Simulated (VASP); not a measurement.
OSZICAR of a VASP run on Al (fcc):

### OSZICAR
```
       N       E                     dE             d eps       ncg     rms          rms(c)
DAV:   1    -0.154200239281E+01   -0.15420E+01   -0.85115E+02  1135   0.310E+02
DAV:   2    -0.374481900846E+01   -0.22028E+01   -0.19218E+01  1305   0.299E+01
DAV:   3    -0.376111801269E+01   -0.16299E-01   -0.16289E-01  1465   0.318E+00
DAV:   4    -0.376116121596E+01   -0.43203E-04   -0.43202E-04  1380   0.156E-01
DAV:   5    -0.376116146415E+01   -0.24819E-06   -0.24770E-06  1380   0.988E-03    0.131E+00
DAV:   6    -0.374785047918E+01    0.13311E-01   -0.16967E-03  1255   0.311E-01    0.764E-01
DAV:   7    -0.373815253983E+01    0.96979E-02   -0.50855E-03  1255   0.505E-01    0.147E-01
DAV:   8    -0.373814817948E+01    0.43603E-05   -0.24434E-05  1330   0.527E-02    0.728E-03
DAV:   9    -0.373814667778E+01    0.15017E-05   -0.98579E-07  1345   0.685E-03    0.122E-03
DAV:  10    -0.373814629854E+01    0.37924E-06   -0.50995E-09  1040   0.775E-04    0.827E-04
DAV:  11    -0.373814622435E+01    0.74191E-07   -0.27974E-10   680   0.161E-04
   1 F= -.27127288E+01 E0= -.27128527E+01  d E =-.271273E+01
       N       E                     dE             d eps       ncg     rms          rms(c)
DAV:   1    -0.364066829685E+01    0.97478E-01   -0.11103E+00  1330   0.718E+00    0.955E-01
DAV:   2    -0.363626715559E+01    0.44011E-02   -0.61299E-03  1115   0.709E-01    0.335E-01
DAV:   3    -0.363327133113E+01    0.29958E-02   -0.67046E-04  1265   0.172E-01    0.110E-01
DAV:   4    -0.363300919647E+01    0.26213E-03   -0.93369E-05  1260   0.622E-02    0.702E-02
DAV:   5    -0.363300885647E+01    0.34000E-06   -0.94022E-07  1320   0.988E-03    0.637E-04
DAV:   6    -0.363300886639E+01   -0.99194E-08   -0.37576E-09   775   0.614E-04
   2 F= -.27520684E+01 E0= -.27519694E+01  d E =-.393395E-01
       N       E                     dE             d eps       ncg     rms          rms(c)
DAV:   1    -0.369375825102E+01   -0.60749E-01   -0.10485E-01  1315   0.217E+00    0.294E-01
DAV:   2    -0.369329699825E+01    0.46125E-03   -0.60800E-04  1085   0.218E-01    0.107E-01
DAV:   3    -0.369298522551E+01    0.31177E-03   -0.66522E-05  1270   0.529E-02    0.306E-02
DAV:   4    -0.369296009538E+01    0.25130E-04   -0.71135E-06  1285   0.171E-02    0.208E-02
DAV:   5    -0.369296020010E+01   -0.10472E-06   -0.10352E-07  1135   0.294E-03    0.178E-04
DAV:   6    -0.369296020280E+01   -0.26976E-08   -0.71149E-10   610   0.252E-04
   3 F= -.27665660E+01 E0= -.27664186E+01  d E =-.538372E-01
```

Which electronic solver shows in the log?

It is blocked Davidson (ALGO = Normal, or the opening steps of other solvers). The INCAR had ALGO = Normal.

Can the final energy be trusted as converged?

The calculation finished and met its thresholds. It stopped with EDIFF = 1E-7, NELM = 100, NSW = 40 and EDIFFG = -0.01 after 3 ionic steps (PBE GGA, plane waves, VASP's PBE PAW potentials (set 64)). Energy and stress use the plane-wave basis of the starting cell.

The compound is Al in the fcc structure. This run relaxes it under an external pressure of 10 GPa. Symmetry was kept, so distortions that lower it aren't found.
